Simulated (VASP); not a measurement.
Write the native input for VASP 6.6.1 that does the following.

| Quantity | Value |
| --- | --- |
| Task | relaxation of cell and atoms |
| Functional | PBE |
| Potentials or basis | VASP PAW PBE potentials, release 64 (In_d, Sb, O) |
| Cutoff | 520 eV |
| k mesh | 8 × 8 × 4 |
| Occupations | gaussian, width 0.1 eV |
| Spin | no spin polarisation |
| Further INCAR settings | ALGO = Normal; EDIFF = 1e-07; IBRION = 2; POTIM = 0.3; EDIFFG = -0.005; NSW = 60; ISIF = 3 |

The structure of InSbO2 lies in POSCAR:

```
InSbO2                                  
1.0
    3.8420045027      0.0000000000     -0.0000000000
    0.0000000000      3.8420045027      0.0000000000
    0.0000000000     -0.0000000000      9.8165347668
  In              Sb              O             
     2     2     4
Direct
     0.0000000000000000    0.5000000000000000    0.9042525948981045
     0.5000000000000000    0.0000000000000000    0.0957474051018955
     0.5000000000000000    0.0000000000000000    0.6576194343779234
     0.0000000000000000    0.5000000000000000    0.3423805656220766
     0.5000000000000000    0.5000000000000000    0.7492242629674081
     0.0000000000000000    0.0000000000000000    0.7492242629674081
     0.0000000000000000    0.0000000000000000    0.2507757370325917
     0.5000000000000000    0.5000000000000000    0.2507757370325917
```

The cell was built by a generator and needn't be a form met in nature.

One way to write it, as run:

INCAR

```
SYSTEM = InSbO2
PREC = Accurate
ENCUT = 520
EDIFF = 1E-7
ISMEAR = 0
SIGMA = 0.1
LREAL = .FALSE.
LASPH = .TRUE.
NELM = 120
ALGO = Normal
ISIF = 3
LWAVE = .FALSE.
LCHARG = .FALSE.
GGA = PE
IBRION = 2
NSW = 60
EDIFFG = -0.005
POTIM = 0.3
KPAR = 4
```

KPOINTS

```
Automatic mesh
0
G
  8 8 4
  0 0 0
```

Potentials or basis: VASP PAW PBE potentials, release 64 (In_d, Sb, O).

Command:

```sh
$ cat potpaw_PBE.64/In_d/POTCAR potpaw_PBE.64/Sb/POTCAR potpaw_PBE.64/O/POTCAR > POTCAR
$ mpirun -np 4 vasp_std > vasp.out
```

It gave:

```
Relaxed volume                         : 18.11 Å³/atom
Relaxed cell                           : a = 3.842 Å, b = 3.842 Å, c = 9.818 Å, α = 90.00°, β = 90.00°, γ = 90.00°
Space group after relaxing (to 0.05 Å) : P4/nmm (No. 129)
Energy gained by relaxing              : 0.0 meV/atom
Ionic steps                            : 2
Pressure after relaxing                : 0.0 GPa
Largest force after relaxing           : 0.003 eV/Å
Band gap on the k mesh                 : none (metal or under the smearing width)
```

Wall time 62 s on 4 MPI ranks on Intel(R) Xeon(R) 6975P-C (Granite Rapids), with other jobs on the host, peak memory 0.4 GiB a rank.
